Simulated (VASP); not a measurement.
Write the native input for VASP 6.6.1 that does the following.

```yaml
Task: relaxation of the atoms
Functional: PBE
Potentials_or_basis: VASP PAW PBE potentials, release 64 (Ga, Sb)
Cutoff: 300 eV
k_mesh: 5 × 5 × 5
Occupations: gaussian, width 0.03 eV
Spin: no spin polarisation
Further_INCAR_settings: ALGO = Normal; EDIFF = 1e-07; IBRION = 2; EDIFFG = -0.01; NSW = 40
```

The structure of GaSb lies in POSCAR:

```
GaSb                                    
1.0
   -0.0000000000      3.0959164535      3.0959164535
    3.0959164535     -0.0000000000      3.0959164535
    3.0959164535      3.0959164535      0.0000000000
  Ga              Sb            
     1     1
Direct
     1.0000000000000000    0.0000000000000000    1.0000000000000000
     0.2500000000000000    0.2500000000000000    0.2500000000000000
```

The cell isn't the ideal one: a relaxed cell with its volume scaled by 0.98.

One way to write it, as run:

INCAR

```
ALGO     = Normal         # electronic algorithm
EDIFF    = 1E-7           # SCF threshold, eV
EDIFFG   = -0.01          # ionic threshold
ENCUT    = 300            # plane-wave cutoff, eV
GGA      = PE             # functional
IBRION   = 2              # ionic algorithm
ISIF     = 2              # what is computed and relaxed
ISMEAR   = 0              # smearing method
LASPH    = True           # aspherical terms in the spheres
LCHARG   = False          # write CHGCAR
LREAL    = False          # projectors in reciprocal space
LWAVE    = False          # write WAVECAR
NELM     = 80             # most SCF steps
NSW      = 40             # ionic steps
PREC     = Accurate       # precision mode
SIGMA    = 0.03           # smearing width, eV
```

KPOINTS

```
k-points
0
Gamma
  5 5 5
```

Potentials or basis: VASP PAW PBE potentials, release 64 (Ga, Sb).

Run with:

```console
$ cat potpaw_PBE.64/Ga/POTCAR potpaw_PBE.64/Sb/POTCAR > POTCAR
$ mpirun -np 1 vasp_std > vasp.out
```

It gave:

- Pressure after relaxing: 1.0 GPa
- Band gap on the k mesh: none (metal or under the smearing width)

Caveat: the relaxation stopped at its first step, so nothing moved.

Run time: 3.6 s on 1 thread of Intel(R) Xeon(R) 6975P-C (Granite Rapids) (shared host), peak memory 0.15 GiB.
